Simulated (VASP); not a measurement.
Energy against volume of Li2Se (antifluorite). Calculation: PBE GGA with D4 dispersion, VASP's PBE PAW potentials (set 64) (plane waves; VASP).

```csv
V (Å³/atom),E (eV/atom)
16.386,-3.81987
16.909,-3.82611
17.432,-3.82820
17.955,-3.82672
18.478,-3.82213
```

Task: Fit a third-order Birch-Murnaghan equation of state.

Result: 
```
Quantity                                        Result
---------------------------------------  -------------
volume per atom                          17.46 Å³/atom
bulk modulus                                  36.3 GPa
pressure derivative of the bulk modulus           3.85
lattice constant a                             5.940 Å
```

Measured: a 6.002 Å (computed value off by -1.0 %), as given by Syrotyuk et al., Condensed Matter Physics (2015), arXiv:1510.06546. The calculation is for a static lattice, while the measured a holds thermal and zero-point effects, which are part of the difference.

The compound is Li2Se in the antifluorite structure. It was relaxed first.
